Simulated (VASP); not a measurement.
Consider the following.

```yaml
crystal:
  lattice:
    - [0.00000, 2.80857, 2.80857]
    - [2.80857, 0.00000, 2.80857]
    - [2.80857, 2.80857, 0.00000]
  atoms:
    - { symbol: Na, position: [0.00000, 0.00000, 0.00000] }
    - { symbol: Cl, position: [0.50000, 0.50000, 0.50000] }
```

The numbers are results of rev-vdW-DF2, VASP's PBE PAW potentials (set 64) (plane waves; VASP), not measurements. Numerical set-up: 520 eV cut-off, Gaussian smearing of 0.050 eV, potentials Na_pv Cl.

### Question
Give the energies of bands 5 to 10 at the high-symmetry points, in eV from the valence-band maximum.

### Answer

```json
[
 {"band": "5", "Γ": "0.00", "X": "-1.71", "U": "-1.45", "L": "-1.99", "W": "-1.23"},
 {"band": "6", "Γ": "0.00", "X": "-0.61", "U": "-1.15", "L": "-0.27", "W": "-1.23"},
 {"band": "7", "Γ": "0.00", "X": "-0.61", "U": "-0.51", "L": "-0.27", "W": "-0.78"},
 {"band": "8", "Γ": "5.05", "X": "7.47", "U": "8.18", "L": "7.21", "W": "8.79"},
 {"band": "9", "Γ": "11.05", "X": "8.00", "U": "9.00", "L": "10.64", "W": "9.67"},
 {"band": "10", "Γ": "11.05", "X": "11.33", "U": "10.55", "L": "10.92", "W": "9.67"}
]
```

The gap is direct, 5.06 eV, from the valence maximum at Γ to the conduction minimum at Γ.

Measured: gap 8.97 eV (computed value off by -3.91 eV), as given by Wei Chen et al., Physical Review Materials (2018), doi:10.1103/physrevmaterials.2.073803.

The compound is NaCl in the rock salt structure. It was relaxed first.
